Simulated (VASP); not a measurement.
# Si2B2W (P6/mmm) in VASP: further runs, part 2 of 2

VASP 6.6.1. Earlier steps stand in the parts before.

## (3) Single point, PBE (random cell by space group and Wyckoff sites (P6/mmm, No. 191))

File INCAR:

```
PREC = Accurate
ENCUT = 520
EDIFF = 1E-6
ISMEAR = 0
SIGMA = 0.1
LREAL = False
LASPH = True
NELM = 80
ALGO = Fast
ISIF = 2
LWAVE = False
LCHARG = False
GGA = PE
NBANDS = 22
```

File KPOINTS:

```
Automatic mesh
0
Gamma
  6 6 4
```

File POSCAR:

```
Si2B2W
1.0
    4.0707156525     -0.0000000031      0.0000000000
   -2.0353578236      3.5253431682      0.0000000000
    0.0000000000      0.0000000000      4.2950940197
Si B W
2 2 1
Direct
    0.3333333333      0.6666666667      0.5000000000
    0.6666666667      0.3333333333      0.5000000000
    0.3333333333      0.6666666667      0.0000000000
    0.6666666667      0.3333333333      0.0000000000
    0.0000000000      0.0000000000      0.0000000000
```

Potentials or basis: VASP PAW PBE potentials, release 64 (Si, B, W_sv).

Started as:

```
$ cat potpaw_PBE.64/Si/POTCAR potpaw_PBE.64/B/POTCAR potpaw_PBE.64/W_sv/POTCAR > POTCAR
$ mpirun -np 1 vasp_std > vasp.out
```

OUTCAR:

```text
PREC = Accurate
   ENCUT = 520
   EDIFF = 1E-6
   ISMEAR = 0
   LREAL = False
   LASPH = True
   NELM = 80
   ISIF = 2
   GGA = PE

 ion  position               nearest neighbor table
   1  0.333  0.667  0.500-   3 2.15   3 2.15   2 2.35   2 2.35   2 2.35   5 3.18   5 3.18   5 3.18
                             5 3.18   5 3.18   5 3.18
   2  0.667  0.333  0.500-   4 2.15   4 2.15   1 2.35   1 2.35   1 2.35   5 3.18   5 3.18   5 3.18
                             5 3.18   5 3.18   5 3.18
   3  0.333  0.667  0.000-   1 2.15   1 2.15   5 2.35   5 2.35   5 2.35
   4  0.667  0.333  0.000-   2 2.15   2 2.15   5 2.35   5 2.35   5 2.35
   5  0.000  0.000  0.000-   3 2.35   4 2.35   4 2.35   3 2.35   4 2.35   3 2.35   1 3.18   2 3.18
                             1 3.18   2 3.18   2 3.18   1 3.18   2 3.18   1 3.18   2 3.18   1 3.18

  LATTYP: Found a hexagonal cell.
 ALAT       =     4.0707156525
 C/A-ratio  =     1.0551201278

  Lattice vectors:

 A1 = (   4.0707156525,  -0.0000000031,   0.0000000000)
 A2 = (  -2.0353578236,   3.5253431682,   0.0000000000)
 A3 = (   0.0000000000,   0.0000000000,   4.2950940197)

Analysis of symmetry for initial positions (statically):
=====================================================================
 Subroutine PRICEL returns:
 Original cell was already a primitive cell.

 Routine SETGRP: Setting up the symmetry group for a
 hexagonal supercell.

 Subroutine GETGRP returns: Found 24 space group operations
 (whereof 24 operations were pure point group operations)
 out of a pool of 24 trial point group operations.

The static configuration has the point symmetry D_6h.

Analysis of symmetry for dynamics (positions and initial velocities):
=====================================================================
 Subroutine PRICEL returns:
 Original cell was already a primitive cell.

 Routine SETGRP: Setting up the symmetry group for a
 hexagonal supercell.

 Subroutine GETGRP returns: Found 24 space group operations
 (whereof 24 operations were pure point group operations)
 out of a pool of 24 trial point group operations.

The dynamic configuration has the point symmetry D_6h.

 Subroutine INISYM returns: Found 24 space group operations
 (whereof 24 operations are pure point group operations),
 and found     1 'primitive' translations

----------------------------------------------------------------------------------------

                                     Primitive cell

  volume of cell :      61.6375

  direct lattice vectors                    reciprocal lattice vectors
     4.070715652 -0.000000003  0.000000000     0.245657050  0.141830164  0.000000000
    -2.035357824  3.525343168  0.000000000     0.000000000  0.283660328  0.000000000
     0.000000000  0.000000000  4.295094020     0.000000000  0.000000000  0.232823774

  length of vectors
     4.070715652  4.070715653  4.295094020     0.283660328  0.283660328  0.232823774

  position of ions in fractional coordinates (direct lattice)
     0.333333333  0.666666667  0.500000000
     0.666666667  0.333333333  0.500000000
     0.333333333  0.666666667  0.000000000
     0.666666667  0.333333333  0.000000000
     0.000000000  0.000000000  0.000000000

  ion indices of the primitive-cell ions
   primitive index   ion index
[... 33 lines left out ...]
            Coordinates               Weight
  0.000000  0.000000  0.000000      1.000000
  0.166667  0.000000  0.000000      6.000000
  0.333333  0.000000  0.000000      6.000000
  0.500000  0.000000  0.000000      3.000000
  0.166667  0.166667  0.000000      6.000000
  0.333333  0.166667  0.000000     12.000000
[... 13 lines left out ...]
  0.333333  0.166667  0.500000     12.000000
  0.333333  0.333333  0.500000      2.000000
   k-points           NKPTS =     21   k-points in BZ     NKDIM =     21   number of bands    NBANDS=     22
   number of dos      NEDOS =    301   number of ions     NIONS =      5
   total plane-waves  NPLWV =  28800
   dimension x,y,z NGX =    30 NGY =   30 NGZ =   32
   dimension x,y,z NGXF=    60 NGYF=   60 NGZF=   64
   ions per type =               2   2   1
   NGX,Y,Z   is equivalent  to a cutoff of  12.25, 12.25, 12.39 a.u.
   NGXF,Y,Z  is equivalent  to a cutoff of  24.50, 24.50, 24.77 a.u.
 SYSTEM =  unknown system
   PREC   = accura    normal or accurate (medium, high low for compatibility)
   ISTART =      0    job   : 0-new  1-cont  2-samecut
   ICHARG =      2    charge: 1-file 2-atom 10-const
   ISPIN  =      1    spin polarized calculation?
   LNONCOLLINEAR =      F non collinear calculations
   LSORBIT =      F    spin-orbit coupling
   LASPH  =      T    aspherical Exc in radial PAW
   ENCUT  =  520.0 eV  38.22 Ry    6.18 a.u.   7.57  7.57  7.99*2*pi/ulx,y,z
   NELM   =     80;   NELMIN=  2; NELMDL= -5     # of ELM steps
   EDIFF  = 0.1E-05   stopping-criterion for ELM
   LREAL  =      F    real-space projection
   EDIFFG = 0.1E-04   stopping-criterion for IOM
   NSW    =      0    number of steps for IOM
   IBRION =     -1    ionic relax: 0-MD 1-quasi-New 2-CG
   NFREE  =      0    steps in history (QN), initial steepest desc. (CG)
   ISIF   =      2    stress and relaxation
   ISYM   =      2    0-nonsym 1-usesym 2-fastsym
   POTIM  = 0.5000    time-step for ionic-motion
   TEBEG  =    0.0;   TEEND  =   0.0 temperature during run
   PSTRESS=    0.0 pullay stress
   NELECT =      28.0000    total number of electrons
   NUPDOWN=      -1.0000    fix difference up-down
   EMIN   =  10.00;   EMAX   =-10.00  energy-range for DOS
   EFERMI =   0.00;   METHOD = LEGACY
   ISMEAR =     0;   SIGMA  =   0.10  broadening in eV -4-tet -1-fermi 0-gaus
   EFERMI_NEDOS =   21; number of points for ismear=-14 and -15
   IALGO  =     68    algorithm
   IMIX   =      4    mixing-type and parameters
     AMIX     =   0.40;   BMIX     =  1.00
     AMIX_MAG =   1.60;   BMIX_MAG =  1.00
  volume/ion in A,a.u.               =      12.33        83.19
  Fermi-wavevector in a.u.,A,eV,Ry     =   1.258479  2.378180 21.548483  1.583769
  Thomas-Fermi vector in A             =   2.392086
   LORBIT       =      0    0 simple, 1 ext, 2 COOP (PROOUT), +10 PAW based schemes
   GGA     = PE    functional components
   LHFCALC =     F    Hartree Fock is set to
   AEXX    =    0.0000 exact exchange contribution
   IVDW    =     0    specifies the selected vdW correction
   LEPSILON=     F    determine dielectric tensor
   LRPA    =     F    only Hartree local field effects (RPA)
 non-spin polarized calculation
 RMM-DIIS sequential band-by-band and
 Gauss-broadening in eV      SIGMA  =   0.10
  energy-cutoff  :      520.00
  volume of cell :       61.64
 maximum number of plane-waves:      1682
   NGX = 15   NGY = 15   NGZ = 15

 number of electron      28.0000000 magnetization

 Free energy of the ion-electron system (eV)
  ---------------------------------------------------
  ext. energy  EPLUGINS =         0.00000000
  ---------------------------------------------------
  free energy    TOTEN  =       -31.84809871 eV

  energy without entropy =      -31.82609373  energy(sigma->0) =      -31.83709622

 E-fermi :   8.9541     XC(G=0): -11.7998

 val. band max:        8.9315763091   @ k =   0.1667   0.0000   0.2500
 cond. band min:       9.0209713151   @ k =   0.1667   0.1667   0.5000
 fundamental gap:      0.0893950060
 Fermi energy:         8.9540657301

 k-point     1 :       0.0000    0.0000    0.0000
  band No.  band energies     occupation
      1     -65.0568      2.00000
      2     -29.4693      2.00000
      3     -29.1701      2.00000
      4     -29.1701      2.00000
      5      -4.7139      2.00000
      6       2.0766      2.00000
[... 514 lines left out ...]
     21      15.4417      0.00000
     22      16.2422      0.00000

------------------------ aborting loop because EDIFF is reached ----------------------------------------

  FORCE on cell =-STRESS in cart. coord.  units (eV):
  Direction    XX          YY          ZZ          XY          YZ          ZX
  --------------------------------------------------------------------------------------
  -------------------------------------------------------------------------------------
  Total        0.0572165      0.0572165     -0.0090528     -0.0000000      0.0000000      0.0000000
  in kB        1.4872609      1.4872609     -0.2353144     -0.0000000      0.0000000      0.0000000
  external PRESSURE =       0.9130691 kB  Pullay stress =       0.0000000 kB

 VOLUME and BASIS-vectors are now :
 -----------------------------------------------------------------------------
  energy-cutoff  :      520.00
  volume of cell :       61.64
      direct lattice vectors                 reciprocal lattice vectors
     4.070715652 -0.000000003  0.000000000     0.245657050  0.141830164  0.000000000
    -2.035357824  3.525343168  0.000000000     0.000000000  0.283660328  0.000000000
     0.000000000  0.000000000  4.295094020     0.000000000  0.000000000  0.232823774

 POSITION                                       TOTAL-FORCE (eV/Angst)
 -----------------------------------------------------------------------------------
      0.00000      2.35023      2.14755        -0.000000      0.000000      0.000000
      2.03536      1.17511      2.14755        -0.000000     -0.000000     -0.000000
      0.00000      2.35023      0.00000         0.000000      0.000000      0.000000
      2.03536      1.17511      0.00000        -0.000000     -0.000000     -0.000000
      0.00000      0.00000      0.00000        -0.000000     -0.000000     -0.000000
 -----------------------------------------------------------------------------------
    total drift:                                0.000000     -0.000000      0.000000

  FREE ENERGIE OF THE ION-ELECTRON SYSTEM (eV)
  ---------------------------------------------------
  free  energy   TOTEN  =       -31.8480987118 eV

  energy  without entropy=      -31.8260937271  energy(sigma->0) =      -31.83709622
```

stdout:

```text
POSCAR found type information on POSCAR SiB W
 POSCAR found :  3 types and       5 ions
 scaLAPACK will be used
 LDA part: xc-table for (Slater+PW92), standard interpolation
 POSCAR, INCAR and KPOINTS ok, starting setup
 FFT: planning ... GRIDC
 FFT: planning ... GRID_SOFT
 FFT: planning ... GRID
 WAVECAR not read
 entering main loop
```

Wall time 21 s (1 thread of Intel Xeon Platinum 8488C (Sapphire Rapids), shared host); peak memory 0.18 GiB.

What came out:

```
Free energy            : -31.8481 eV
Pressure               : 0.1 GPa
Band gap on the k mesh : none (metal or under the smearing width)
```

Caveat: the k mesh is coarse (spacing up to 0.37 Å⁻¹), so the values aren't converged. The run has no spin-orbit coupling, so splittings on W are missing.

## (4) Relaxation of cell and atoms, PBE (random cell by space group and Wyckoff sites (P6/mmm, No. 191))

File INCAR:

```
  PREC = Accurate
  ENCUT = 600
  EDIFF = 1E-7
  ISMEAR = 0
  SIGMA = 0.1
  LREAL = False
  LASPH = True
  NELM = 60
  ALGO = Normal
  ISIF = 3
  LWAVE = False
  LCHARG = False
  GGA = PE
  IBRION = 2
  NSW = 90
  EDIFFG = -0.04
```

KPOINTS is that of step 3.

File POSCAR:

```
Si2B2W
1.0
    3.8367866300      0.0000000000      0.0000000000
   -1.9183933100      3.3227546900      0.0000000000
    0.0000000000      0.0000000000      4.7922590800
Si B W
2 2 1
Direct
    0.3333333300      0.6666666700      0.5000000000
    0.6666666700      0.3333333300      0.5000000000
    0.3333333300      0.6666666700      0.0000000000
    0.6666666700      0.3333333300      0.0000000000
    0.0000000000      0.0000000000      0.0000000000
```

Started as:

```
$ cat potpaw_PBE.64/Si/POTCAR potpaw_PBE.64/B/POTCAR potpaw_PBE.64/W_sv/POTCAR > POTCAR
$ mpirun -np 1 vasp_std > vasp.out
```

Wall time 2.9 min (1 thread of Intel Xeon Platinum 8488C (Sapphire Rapids), shared host); peak memory 0.22 GiB.

It converged, with:

| Property | Result |
| --- | --- |
| Free energy | -31.8486 eV |
| Relaxed volume | 12.31 Å³/atom |
| Relaxed cell | a = 4.072 Å, b = 4.072 Å, c = 4.287 Å, α = 90.00°, β = 90.00°, γ = 120.00° |
| Space group after relaxing (to 0.05 Å) | P6/mmm (No. 191) |
| Energy gained by relaxing | 101.0 meV/atom |
| Ionic steps | 10 |
| Pressure after relaxing | 0.2 GPa |
| Band gap on the k mesh | none (metal or under the smearing width) |

Stress tensor (GPa, compression positive):
```
0.07 0.00 0.00
0.00 0.07 0.00
0.00 0.00 0.35
```

The path:
```
step  energy change (eV)  largest force (eV/Å)  pressure (GPa)  volume (Å³)
   1              0.0000                0.0000           13.16        61.10
   2             -0.0530                0.0000          -12.27        70.31
   3             -0.2416                0.0000           -2.05        65.67
   4             -0.3026                0.0000           -1.88        64.81
   5             -0.4842                0.0000           -0.06        62.11
   6             -0.2063                0.0000           16.14        56.08
   7             -0.4983                0.0000            1.96        60.82
   8             -0.5034                0.0000            1.16        61.26
   9             -0.4974                0.0000           -1.93        62.26
  10             -0.5050                0.0000            0.17        61.56
```

Final structure:
```
CELL_PARAMETERS angstrom
4.07209 0.00000 0.00000
-2.03605 3.52654 0.00000
0.00000 0.00000 4.28709
ATOMIC_POSITIONS crystal
Si 0.33333 0.66667 0.50000
Si 0.66667 0.33333 0.50000
B 0.33333 0.66667 0.00000
B 0.66667 0.33333 0.00000
W 0.00000 0.00000 0.00000
```

Levels at points of the mesh, in eV from the Fermi level:
```csv
k point,band 10,band 11,band 12,band 13,band 14,band 15,band 16,band 17,band 18
"(0.00, 0.00, 0.00)",-4.31,-0.59,-0.40,-0.40,-0.23,-0.23,0.09,0.09,0.66
"(0.50, 0.00, 0.00)",-3.90,-3.39,-3.38,-1.27,-0.87,-0.43,0.33,2.60,3.87
"(0.00, 0.00, 0.50)",-2.94,-2.37,-2.37,-1.72,-1.72,-0.73,0.88,2.39,2.39
"(0.50, 0.00, 0.50)",-3.06,-2.71,-1.67,-1.16,-0.04,0.54,1.55,3.00,3.39
```

## (5) Summary

| task | cell | cutoff (eV) | mesh quality | gap on the mesh (eV) | pressure (GPa) |
| --- | --- | --- | --- | --- | --- |
| single point | random cell by space group and Wyckoff sites (P6/mmm, No. 191) | 520 | not flagged | none | 13.1 |
| single point | random cell by space group and Wyckoff sites (P6/mmm, No. 191) | 520 | coarse | none | 0.1 |
| relaxation of cell and atoms | relaxed from: random cell by space group and Wyckoff sites (P6/mmm, No. 191) | 600 | not flagged | none | 0.2 |

Alike in all rows: level PBE; potentials or basis VASP PAW PBE potentials, release 64 (Si, B, W_sv); no spin polarisation; k mesh 6 × 6 × 4; smearing gaussian 0.1 eV.

Caveats: some runs use coarse meshes.

Total energies depend on the potentials used, so only differences within one code and one set of settings carry meaning.
